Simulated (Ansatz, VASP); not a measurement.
**One calculation of CuAs, two programs**

Contents of INCAR:

```
PREC = Accurate
ENCUT = 520
EDIFF = 1E-7
ISMEAR = 0
SIGMA = 0.15
LREAL = False
LASPH = True
NELM = 100
ALGO = Normal
ISIF = 2
LWAVE = False
LCHARG = False
GGA = CA
NBANDS = 24
```

Contents of KPOINTS:

```
regular mesh
0
Gamma
  12 12 8
```

File POSCAR:

```
CuAs
1.0
    3.6915000000      0.0000000000      0.0000000000
   -1.8457500000      3.1969327781      0.0000000000
    0.0000000000      0.0000000000      4.5989000000
Cu As
2 2
Direct
    0.0000000000      0.0000000000      0.5000000000
    0.0000000000      0.0000000000      0.0000000000
    0.6666666667      0.3333333333      0.7500000000
    0.3333333333      0.6666666667      0.2500000000
```

Input for Ansatz:

```yaml
crystal:
  lattice:
    - [3.6915, 0.0, 0.0]
    - [-1.84575, 3.1969327781, 0.0]
    - [0.0, 0.0, 4.5989]
  atoms:
    - { symbol: Cu, position: [0.0, 0.0, 0.5] }
    - { symbol: Cu, position: [0.0, 0.0, 0.0] }
    - { symbol: As, position: [0.6666666667, 0.3333333333, 0.75] }
    - { symbol: As, position: [0.3333333333, 0.6666666667, 0.25] }
basis:
  ecutwfc: 520.0
kpoints:
  mp_grid: { grid: [12, 12, 8] }
hamiltonian:
  xc: lda
scf:
  occupations: { method: gaussian, width: 0.15 }
output:
  forces: true
  stress: true
  eigenvalues: true
```

Alike in both runs: task single point; functional LDA; k mesh 12 × 12 × 8; occupations gaussian, width 0.15 eV; no spin polarisation.

|  | VASP | Ansatz |
| --- | --- | --- |
| version | VASP 6.6.1 | Ansatz 0.2.0 |
| potentials or method | VASP PAW LDA potentials, release 64 (Cu, As) | scalar-relativistic, plane waves, PAW |
| plane-wave cutoff (eV) | 520 | 520 |
| valence electrons in the cell | 32 | 68 |

```tsv
	VASP	Ansatz	Ansatz less VASP
gap on the k mesh at the Fermi level (eV)	none	none	-
pressure (GPa)	17.7	16.9	-0.75
largest component of the traceless stress (GPa)	4.09	4.09	+0.003
```

A gap of «none» marks a metal or a gap that the smearing closes. The two sets of potentials don't hold the same shells in valence.

Caveats: so large a pressure means that the cell lies far from this level's equilibrium, or that cutoff or potentials fall short (VASP).
